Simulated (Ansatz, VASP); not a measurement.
# Cross-check of Si2Mo between VASP and Ansatz

Wanted: the spread between two codes on one cell, functional and k mesh.

Method: plane waves, with VASP 6.6.1 beside it; single point at PBEsol, in Ansatz 0.2.0.

The database entry behind the starting cell is an old determination (1927), so it need not match the best structure at ambient conditions.

## (1) Starting point

Symmetry: I4/mmm, No. 139, tetragonal system. Conventional cell: a = 3.200 Å, b = 3.200 Å, c = 7.861 Å, α = 90.00°, β = 90.00°, γ = 90.00°. Nearest to Mo lie 10 Si at 2.62 Å. Nearest to Si lie 5 Si at 2.61 to 2.63 Å and 5 Mo at 2.62 Å. Farther neighbours are not listed.

Structure file:

```cif
data_structure
_symmetry_space_group_name_H-M 'P 1'
_symmetry_Int_Tables_number 1
_cell_length_a 4.5353
_cell_length_b 4.5353
_cell_length_c 4.5353
_cell_angle_alpha 138.684
_cell_angle_beta 138.684
_cell_angle_gamma 59.857
_cell_volume 40.25
loop_
_atom_site_label
_atom_site_type_symbol
_atom_site_fract_x
_atom_site_fract_y
_atom_site_fract_z
_atom_site_occupancy
Mo1 Mo 0.00000 0.00000 0.00000 1
Si2 Si 0.66700 0.66700 0.00000 1
Si3 Si 0.33300 0.33300 0.00000 1
```

## (2) VASP: single point, PBEsol

A single point gives forces, pressure and levels at one fixed geometry, so differences don't come from the geometry; what else differs is listed under the comparison.

Lines of VASP's logs that name or quote its potential files are left out, and so is its time.

Contents of INCAR:

```
SYSTEM = Si2Mo
PREC = Accurate
ENCUT = 400
EDIFF = 1E-05
NELM = 100
ISMEAR = 0
SIGMA = 0.05
LREAL = .FALSE.
ALGO = Normal
GGA = PS
NBANDS = 17
LORBIT = 11
LWAVE = .FALSE.
LCHARG = .FALSE.
KPAR = 2
```

Contents of POSCAR:

```
Si2Mo
1.0
   -1.6000000000      1.6000000000      3.9305000000
    1.6000000000     -1.6000000000      3.9305000000
    1.6000000000      1.6000000000     -3.9305000000
Mo Si
1 2
Direct
    0.0000000000      0.0000000000      0.0000000000
    0.6670000000      0.6670000000      0.0000000000
    0.3330000000      0.3330000000      0.0000000000
```

Contents of KPOINTS:

```
Automatic mesh
0
Gamma
10 10 10
0 0 0
```

Potentials, in the order of the species: Mo_sv and Si (PBE family, release 64).

Started as:

```sh
$ mpirun -np 2 vasp_std
```

Numbers of over 12 decimals in the logs are rounded to 6 here.

Output:

```text
[banner, memory and clock lines left out]
running    2 mpi-ranks, on    1 nodes
 distrk:  each k-point on    1 cores,    2 groups
 distr:  one band on    1 cores,    1 groups

 POSCAR found type information on POSCAR MoSi
 POSCAR found :  2 types and       3 ions
|                                                                             |
|               ----> ADVICE to this user running VASP <----                  |
|                                                                             |
|     You enforced a specific xc type in the INCAR file but a different       |
|     [... a line on the potential file left out ...]
|     I HOPE YOU KNOW WHAT YOU ARE DOING!                                     |
|                                                                             |

 LDA part: xc-table for (Slater+PW92), standard interpolation
 POSCAR, INCAR and KPOINTS ok, starting setup
 FFT: planning ... GRIDC
 FFT: planning ... GRID_SOFT
 FFT: planning ... GRID
 WAVECAR not read
 entering main loop
       N       E                     dE             d eps       ncg     rms          rms(c)
DAV:   1     0.940964750555E+02    0.94096E+02   -0.97826E+03  3500   0.100E+03
DAV:   2    -0.239114329407E+02   -0.11801E+03   -0.11608E+03  4374   0.273E+02
DAV:   3    -0.260422234959E+02   -0.21308E+01   -0.21097E+01  4322   0.334E+01
DAV:   4    -0.260529220527E+02   -0.10699E-01   -0.10693E-01  4350   0.264E+00
DAV:   5    -0.260529914697E+02   -0.69417E-04   -0.69413E-04  4218   0.204E-01    0.224E+01
DAV:   6    -0.252522401774E+02    0.80075E+00   -0.65372E+00  3728   0.167E+01    0.483E+00
DAV:   7    -0.251100171675E+02    0.14222E+00   -0.99729E-01  3645   0.605E+00    0.460E+00
DAV:   8    -0.250682760781E+02    0.41741E-01   -0.11587E-01  3758   0.252E+00    0.443E-01
DAV:   9    -0.250672107575E+02    0.10653E-02   -0.21782E-03  4406   0.366E-01    0.245E-01
DAV:  10    -0.250670975320E+02    0.11323E-03   -0.58477E-04  3879   0.211E-01    0.598E-02
DAV:  11    -0.250670836478E+02    0.13884E-04   -0.20561E-04  3834   0.108E-01    0.439E-02
DAV:  12    -0.250670795618E+02    0.40860E-05   -0.23651E-05  2646   0.357E-02
   1 F= -.25067080E+02 E0= -.25066678E+02  d E =-.803280E-03
```

OUTCAR, selected parts (step 2):

```text
ion  position               nearest neighbor table
   1  0.000  0.000  0.000-   2 2.62   3 2.62   2 2.62   3 2.62   2 2.62   3 2.62   3 2.62   2 2.62
                             2 2.62   3 2.62
   2  0.667  0.667  0.000-   3 2.61   3 2.61   3 2.61   3 2.61   1 2.62   1 2.62   1 2.62   1 2.62
                             1 2.62   3 2.63
   3  0.333  0.333  0.000-   2 2.61   2 2.61   2 2.61   2 2.61   1 2.62   1 2.62   1 2.62   1 2.62
                             1 2.62   2 2.63

  LATTYP: Found a body centered tetragonal cell.
 ALAT       =     3.2000000000
 C/A-ratio  =     2.4565625000

 Subroutine GETGRP returns: Found 16 space group operations
 (whereof 16 operations were pure point group operations)

The static configuration has the point symmetry D_4h.

 Found    102 irreducible k-points:

   k-points           NKPTS =    102   k-points in BZ     NKDIM =    102   number of bands    NBANDS=     17

   dimension x,y,z NGX =    30 NGY =   30 NGZ =   30
   dimension x,y,z NGXF=    60 NGYF=   60 NGZF=   60

   ENCUT  =  400.0 eV  29.40 Ry    5.42 a.u.   7.40  7.40  7.40*2*pi/ulx,y,z

   NELECT =      22.0000    total number of electrons

 k-points in reciprocal lattice and weights: Automatic mesh
   0.00000000  0.00000000  0.00000000       0.001
   0.10000000  0.00000000 -0.00000000       0.008
   0.20000000  0.00000000 -0.00000000       0.008
   0.30000000  0.00000000 -0.00000000       0.008
   0.40000000  0.00000000  0.00000000       0.008
   0.50000000  0.00000000 -0.00000000       0.004
   0.10000000  0.10000000 -0.00000000       0.008
   0.20000000  0.10000000  0.00000000       0.016
   0.30000000  0.10000000 -0.00000000       0.016
[...]
-0.40000000 -0.40000000  0.40000000       0.002
   0.50000000  0.50000000  0.50000000       0.001

 average (electrostatic) potential at core
       1 -68.9611       2 -77.2315       3 -77.2315

 E-fermi :  12.1507

 k-point     1 :       0.0000    0.0000    0.0000
  band No.  band energies     occupation
    ...
      6       5.8331      2.00000
      7       8.7343      2.00000
      8       9.1312      2.00000
      9       9.5283      2.00000
     10       9.5283      2.00000
     11      12.6125      0.00000
     12      15.2648      0.00000
     13      15.2679      0.00000
     14      15.8288      0.00000
     15      15.8288      0.00000
    ...

 k-point     2 :       0.1000    0.0000   -0.0000
  band No.  band energies     occupation
    ...
      7       8.1646      2.00000
      8       9.1432      2.00000
      9       9.6492      2.00000
     10       9.7910      2.00000
     11      12.1140      1.70057
     12      14.6430      0.00000
     13      15.0558      0.00000
     14      15.6937      0.00000
     15      16.2696      0.00000
     16      16.6796      0.00000
    ...

 k-point     3 :       0.2000    0.0000   -0.0000
  band No.  band energies     occupation
    ...
      7       7.3598      2.00000
      8       9.0181      2.00000
      9       9.9753      2.00000
     10       9.9765      2.00000
     11      11.2734      2.00000
     12      13.9117      0.00000
     13      14.4074      0.00000
     14      16.3719      0.00000
     15      16.4200      0.00000
     16      17.2071      0.00000
    ...

  Total       -0.5562546     -0.5562546     -0.9342515      0.0000000      0.0000000      0.0000000
  in kB      -22.1429996    -22.1429996    -37.1900383      0.0000000      0.0000000      0.0000000
  external PRESSURE =     -27.1586792 kB  Pullay stress =       0.0000000 kB

  energy-cutoff  :      400.00
  volume of cell :       40.25
      direct lattice vectors                 reciprocal lattice vectors
    -1.600000000  1.600000000  3.930500000     0.000000000  0.312500000  0.127210279
     1.600000000 -1.600000000  3.930500000     0.312500000  0.000000000  0.127210279
     1.600000000  1.600000000 -3.930500000     0.312500000  0.312500000  0.000000000

 POSITION                                       TOTAL-FORCE (eV/Angst)
 -----------------------------------------------------------------------------------
      0.00000      0.00000      0.00000        -0.000000     -0.000000      0.000000
      0.00000      0.00000      5.24329         0.000000      0.000000     -0.350711
      0.00000      0.00000      2.61771         0.000000      0.000000      0.350711
 -----------------------------------------------------------------------------------
    total drift:                                0.000000      0.000000     -0.000000

  FREE ENERGIE OF THE ION-ELECTRON SYSTEM (eV)
  ---------------------------------------------------
  free  energy   TOTEN  =       -25.0670795618 eV

  energy  without entropy=      -25.0662762820  energy(sigma->0) =      -25.06667792

 total charge
# of ion       s       p       d       tot
------------------------------------------
    1        2.286   6.207   4.189  12.683
    2        0.741   0.876   0.000   1.618
    3        0.741   0.876   0.000   1.618
--------------------------------------------------
tot          3.769   7.960   4.189  15.918

[... 3 further parts left out ...]
```

The run ends at a pressure of -2.72 GPa, with forces up to 0.35 eV/Å.

## (3) Ansatz: single point, PBEsol

Ansatz runs on its default PAW (the set named soft_2) files.

The same cell, functional, mesh and smearing now go to Ansatz, which takes its cutoff from its data sets.

Contents of input.yaml:

```yaml
crystal:
  lattice:
    - [-1.6, 1.6, 3.9305]
    - [1.6, -1.6, 3.9305]
    - [1.6, 1.6, -3.9305]
  atoms:
    - { symbol: Mo, position: [0.0, 0.0, 0.0] }
    - { symbol: Si, position: [0.667, 0.667, 0.0] }
    - { symbol: Si, position: [0.333, 0.333, 0.0] }
hamiltonian:
  xc: pbesol
  pseudopotentials: { kind: paw }
kpoints:
  mp_grid: { grid: [10, 10, 10] }
scf:
  occupations: { method: gaussian, width: 0.05 }
  n_extra_bands: 4
output:
  forces: true
  stress: true
  eigenvalues: true
```

Started as:

```sh
$ ansatz run input.yaml --threads 2 --pin off --max-ram 4608MiB --backend cpu --events-out ev --progress --plain --runs-dir out
```

Output:

```text
basis.fft_grid_basis auto: the FFT boxes are laid along the combinations [[1, 0, 1], [0, 1, 1], [0, 0, 1]] of the cell's own vectors, 3.200, 3.200 and 4.535 Å long. The dense box has 24×24×32 points. Along the cell's own vectors, as sized, it would have 32×32×32, 1.78 times as many. Of the 16 symmetry operations that the crystal satisfies within crystal.symmetry.tolerance (time reversal apart; of a slab, those that k [...]
scf.n_extra_bands = 4 over 11 filled bands (N_el = 22.0): the run solves 15 bands
Engine: ansatz 0.2.0, aarch64-unknown-linux-gnu
Pseudopotentials: kind: paw
Pseudopotential: Mo, paw, valence charge 14, recommended cutoff 420 eV (normal), Mo.paw.azcp
Pseudopotential: Si, paw, valence charge 4, recommended cutoff 420 eV (normal), Si.paw.azcp
Functional definition: PBEsol
  exchange = pbesol_x
  correlation = pbesol_c
Crystal: 3 atoms, lattice volume = 40.248 Å³
Basis set: ecut = 420 eV, 769 PW (Γ), FFT grids on a1+a3, a2+a3, a3, exchange–correlation on 48×48×64 points (8 copies of the dense FFT grid, shifted against one another)
Bands: 15, of which v1, the nominal top of the filled ones, is band 11 counted from 1 (10 counted from 0)
Symmetry: 16 space group operations
Space group: I4/mmm (ITA 139), of the structure as read, at distance tolerance 3.4e-5 Å
k-points: 102 of 1000
Non-local potential: Mo, projectors of the file, l = 0: 3, l = 1: 2, l = 2: 2, l = 3: 1
Non-local potential: Si, projectors of the file, l = 0: 2, l = 1: 2, l = 2: 2
PAW form: soft (Blöchl's): semilocal exchange-correlation on the pseudo side does not see the compensation charge
PAW frozen core: Mo, regenerated for the run's functional, and the local potential with it (the file was generated under x = pbe(κ = 0.804, μ = 0.219515), c = pbe(β = 0.066725))
PAW frozen core: Si, regenerated for the run's functional, and the local potential with it (the file was generated under x = pbe(κ = 0.804, μ = 0.219515), c = pbe(β = 0.066725))
PAW one-centre angular grid: Mo, 590 points (default); XC on 64 Gauss nodes
PAW one-centre angular grid: Si, 110 points (default); XC on 64 Gauss nodes
Initial density: superposition of atomic densities (neutral atoms: chi_scale 0, normalization atom), corrected by the library's trained network
Initial wavefunctions: pseudopotential atomic-orbital guess
Functional: x = pbesol(κ = 0.804, μ = 0.123457), c = pbesol(β = 0.046)
SCF iter   1: F=—  HF=-6142.256803 eV  |F-HF|=—  |Δ(HF+E_count)|=         —  Δρ=5.20e-3  dr2=7.61e-3  ethr=1.77e-3  ⟨swp⟩=5.4  Hψ=8749  notcnv=0
preconditioner: auto → Kerker (q_TF=auto, 2.467 Å⁻¹)  [metal: Δε(μ)=0.010 eV  Ē_g=7.725 eV  σ=0.050 eV  W_gap=0.11  n_scr=10 (ndim 8)  ℏωp=21.9 eV  f_vac=0.000  D(μ)=0.72/eV (n_scr^D=2)]
SCF iter   2: F=—  HF=-6142.255430 eV  |F-HF|=—  |Δ(HF+E_count)|=   1.37e-3  Δρ=2.59e-3  dr2=1.81e-3  ethr=3.46e-5  ⟨swp⟩=1.4  Hψ=2449  notcnv=0
SCF iter   3: F=—  HF=-6142.255024 eV  |F-HF|=—  |Δ(HF+E_count)|=   4.06e-4  Δρ=6.06e-4  dr2=1.68e-4  ethr=8.23e-6  ⟨swp⟩=2.1  Hψ=2569  notcnv=0
SCF iter   4: F=—  HF=-6142.254983 eV  |F-HF|=—  |Δ(HF+E_count)|=   4.04e-5  Δρ=1.29e-4  dr2=5.98e-6  ethr=7.62e-7  ⟨swp⟩=2.5  Hψ=2299  notcnv=0
SCF iter   5: F=—  HF=-6142.254981 eV  |F-HF|=—  |Δ(HF+E_count)|=   2.48e-6  Δρ=2.21e-5  dr2=1.79e-7  ethr=2.72e-8  ⟨swp⟩=2.0  Hψ=2119  notcnv=0
SCF iter   6: F=-6142.254981 eV  HF=-6142.254981 eV  |F-HF|=1.10e-9  |Δ(HF+E_count)|=   2.52e-8  Δρ=3.10e-6  dr2=2.81e-9  ethr=4.55e-10  ⟨swp⟩=4.8  Hψ=6068  notcnv=0
SCF 1 converged in 6 iterations: F = -6142.254981 eV  dr2 = 2.81e-9
  greatest PAW one-centre occupation: 0.999 electrons in one spin orbital (limit 2), on the Mo atom at site 0 (counted from 0), in its partial waves of l = 0
SCF converged after 6 iterations
Free energy (F): -6142.254981 eV
Harris-Foulkes:  -6142.254981 eV  (|F-HF|=1.10e-9)
Internal energy: -6142.254193 eV  (E = F + TS)
E sigma→0 (E₀):  -6142.254587 eV
Entropy (-TS):   -0.000788 eV (-0.263 meV/atom)
Fermi energy:    15.854219 eV
--- Per-component energies (eV) ---
  E_band       = -48.101922
  E_kinetic    = 531.071713
  E_local      = -1149.824226  (includes V_loc(G=0)·N_el)
  E_nonlocal   = 194.672580
  E_hartree    = 427.325392
  E_xc         = -296.590531
  E_vxc        = -328.537775  (∫ρ·V_xc dr)
  E_paw        = -4141.659461  (= ΣΔE_a)
  E_vpaw       = -150.133678  (= ΣTr[D̂ρ^β])
  E_aug_tail   = 0.000037  (compensation charges beyond the density's cutoff)
  E_ewald      = -1707.522119
  E_core_change = 0.272421  (= ΣΔE_core)
  E_smearing   = -0.000788  (= −TS)
  E_closure    = -0.000000  (closes the sum)
  Σ components = -6142.254981   (vs F -6142.254981, Δ=0.00e0)
--- Forces (eV/Å), atoms counted from 1 ---
  atom   1  Mo     0.00000000     0.00000000     0.00000000
  atom   2  Si    -0.00000000    -0.00000000    -0.35714942
  atom   3  Si     0.00000000     0.00000000     0.35714942
  max |Σ_I F_I| component: 1.11e-16 eV/Å
--- Stress (GPa, compression-positive) ---
       -2.211933       0.000000       0.000000
        0.000000      -2.211933       0.000000
        0.000000       0.000000      -3.741184
  P = ⅓ Tr σ = -2.7217 GPa (-27.217 kbar)
--- Band table (eV; the first three rows and the last of 102) ---
  k-point 0: bands = [... 7 lower, 12.8403, 13.2340, 13.2340, 16.3141, 18.9663, 18.9734, 19.5294, 19.5294]
  k-point 1: bands = [... 7 lower, 12.5110, 12.9338, 14.0904, 15.2773, 18.2884, 19.2629, 19.4228, 19.6495]
  k-point 2: bands = [... 7 lower, 11.2113, 13.2365, 13.6078, 14.4294, 18.2972, 19.2994, 19.5561, 19.7385]
  k-point 101: bands = [... 7 lower, 13.5859, 15.3036, 15.3036, 15.3723, 15.3723, 16.4489, 20.5094, 21.0379]
```

Run time: 1.9 s. Hardware: 2 threads of Arm Neoverse V2, shared host; peak memory 0.34 GiB.

The run ends at a pressure of -2.72 GPa, with forces up to 0.36 eV/Å.

## (4) Differences

Known differences besides the potentials themselves: the cutoff is 420 eV in Ansatz and 400 eV in VASP; Ansatz makes its cores anew for this functional, VASP keeps those of its PBE data sets; VASP leaves aspherical gradient terms in its spheres out (LASPH is not set), Ansatz keeps them. Total energies have different zeros and are not compared.

Both answers:

```tsv
quantity	Ansatz	VASP	difference
pressure (GPa)	-2.72	-2.72	-0.01
```

Forces (eV/Å; atoms numbered as in POSCAR):

```tsv
atom	Ansatz x, y, z	VASP x, y, z
Mo1	0.000, 0.000, 0.000	0.000, 0.000, 0.000
Si2	0.000, 0.000, -0.357	0.000, 0.000, -0.351
Si3	0.000, 0.000, 0.357	0.000, 0.000, 0.351
```

The forces differ by 3.0 meV/Å r.m.s., which is 1.8 % of the r.m.s. force of 0.17 eV/Å (both taken over all components). Ansatz's pressure holds a Pulay correction of 0.03 GPa; VASP's holds none.

## (5) Outcome

| Item | Value |
| --- | --- |
| r.m.s. force difference (single point, PBEsol) | 3.0 meV/Å |

What this shows: The r.m.s. force difference is 3.0 meV/Å (single point, PBEsol), within the 12 meV/Å picked in this series as the mark of a large difference. How closely two codes agree says nothing of how well the functional describes the real material.

[Lines on the potential files, build, host, timing and source positions are cut from VASP's logs without a mark.]

[Logs are printed without paths, hosts, clocks, repeated set-up lines and the standing remarks that a program may print on its own settings, such as how far it seeks lower states.]

[Hosts, paths, dates, database ids (printed as entryN), source tags and the programs' standing remarks are cut or masked in the printed files.]
